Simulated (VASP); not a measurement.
Crystal: CuSn3.

```xyz
8
Lattice="6.6229 0.0000 0.0000 -3.3114 5.7356 0.0000 0.0000 0.0000 5.0048" Properties=species:S:1:pos:R:3 pbc="T T T"
Sn    0.0000    1.9769    1.2512
Sn   -1.5994    4.7471    1.2512
Sn    1.5994    4.7471    1.2512
Sn    3.3114    3.7586    3.7536
Sn    4.9108    0.9885    3.7536
Sn    1.7121    0.9885    3.7536
Cu    0.0000    3.8237    3.7536
Cu    3.3114    1.9119    1.2512
```

The cell comes from a database or a generator and needn't be the stable form of this composition.

- Program: VASP 6.6.1
- Task: single point
- Functional: PBE
- Potentials or basis: VASP PAW PBE potentials, release 64 (Sn_d, Cu)
- Cutoff: 520 eV
- k mesh: 5 × 5 × 6
- Occupations: fermi-dirac, width 0.05 eV
- Spin: no spin polarisation

On this cell: pressure 0.2 GPa; largest force 0.239 eV/Å; band gap on the k mesh none (metal or under the smearing width).

The same run follows on a disturbed copy (atoms moved at random, drawn with an rms of 0.05 Å):

```
Sn Cu
1.0
     6.62288    0.00000    0.00000
    -3.31144    5.73559    0.00000
     0.00000    0.00000    5.00481
Sn Cu
6 2
Direct
  0.17852 0.35153 0.24197
  0.17901 0.82474 0.24982
  0.64926 0.82437 0.25762
  0.82630 0.65795 0.75249
  0.83459 0.18053 0.74333
  0.34134 0.17605 0.75265
  0.33695 0.67143 0.75364
  0.66695 0.32870 0.24387
```

Question: What changes?

Answer: The energy (extrapolated to zero smearing) moves by -0.2 meV/atom; pressure 0.3 GPa; largest force 0.291 eV/Å; band gap on the k mesh none (metal or under the smearing width).

Forces on the atoms (eV/Å):
```
Sn  -0.029  0.020  0.066
Sn  -0.017  0.001  0.021
Sn   0.007  0.039 -0.078
Sn   0.004 -0.178  0.017
Sn  -0.257  0.083  0.045
Sn   0.278  0.055 -0.065
Cu   0.005  0.001 -0.011
Cu   0.010 -0.021  0.005
```

Stress tensor (GPa, compression positive):
```
 0.48 -0.06 -0.01
-0.06  0.39  0.28
-0.01  0.28  0.07
```
